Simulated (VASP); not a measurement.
An input for Ansatz (written as the equivalent of a VASP run, and not itself run):

Ansatz 0.2 input:
```yaml
crystal:
  lattice:
    - [0.0000000, 2.7672876, 2.7672876]
    - [2.7672876, 0.0000000, 2.7672876]
    - [2.7672876, 2.7672876, 0.0000000]
  atoms:
    - { symbol: Ba, position: [0.0000000, 0.0000000, 0.0000000] }
    - { symbol: O, position: [0.5000000, 0.5000000, 0.5000000] }
kpoints:
  mp_grid: { grid: [8, 8, 8] }
hamiltonian:
  xc: pbesol
  pseudopotentials: { kind: paw }
scf:
  occupations: { method: gaussian, width: 0.05 }
  max_iter: 100
relax:
  max_steps: 40
  f_tol: 0.02
  cell: {}
output: { forces: true, stress: true, eigenvalues: true }
```

Task: Write the VASP files for the same calculation (PBEsol).

Result: One answer among several that fit: 
KPOINTS:
```
Automatic mesh
0
gamma
  8 8 8
```

INCAR:
```
SYSTEM = BaO
PREC = Accurate; ENCUT = 620; LREAL = .False.
LASPH = .True.
EDIFF = 1E-6; NELM = 100; ALGO = Normal
LMAXMIX = 4
ISMEAR = 0; SIGMA = 0.05
GGA = PS
IBRION = 2; NSW = 40; ISIF = 3
EDIFFG = -0.02
LWAVE = .False.; LCHARG = .False.
```

File POSCAR:
```
BaO
1.0
  0.0000000000   2.7672876029   2.7672876029
  2.7672876029   0.0000000000   2.7672876029
  2.7672876029   2.7672876029   0.0000000000
Ba O
1 1
Cartesian
  0.0000000000   0.0000000000   0.0000000000
  2.7672876029   2.7672876029   2.7672876029
```

POTCAR, in this order: Ba_sv O (PBE.64 set). Program: vasp_std.

Limits of the translation: each code has its own PAW files, so the cut-off isn't converted (ENCUT is set for VASP's; basis.ecutwfc is left out, and Ansatz then takes the one that its files recommend); Ansatz stops its SCF on the density residual and VASP on the energy change (EDIFF).

The structure was generated: BaO was put into the rock salt type (Fm-3m), which need not be its known phase. It was relaxed first, which changed the volume by -24 %.
